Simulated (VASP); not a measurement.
Given:

```
CELL_PARAMETERS angstrom
      3.15323     0.00000     0.00000
      0.00000     3.15323     0.00000
      0.00000     0.00000     3.15323
ATOMIC_POSITIONS crystal
  Al 0.00000 0.00000 0.00000
  Ti 0.50000 0.50000 0.50000
```

Calculation: PBEsol GGA with spin-orbit coupling, VASP's PBE PAW potentials (set 64) (plane waves; VASP). Run with 400 eV cut-off, 10×10×10 Γ-centred mesh, Gaussian smearing of 0.050 eV, potentials Al Ti_sv.

Predict the energy per atom (σ→0), band gap (over mesh and band path) with the smallest direct gap where there is one.

| Quantity | Value |
|---|---|
| band gap (over mesh and band path) | none (metal, semimetal or under 0.01 eV) |
| energy per atom (σ→0) | -6.483 eV/atom |

Only differences to runs with the same potentials and settings are physical.

The structure was generated: TiAl was put into the CsCl type (Pm-3m), which need not be its known phase. It was relaxed first, which changed the volume by -13 %.
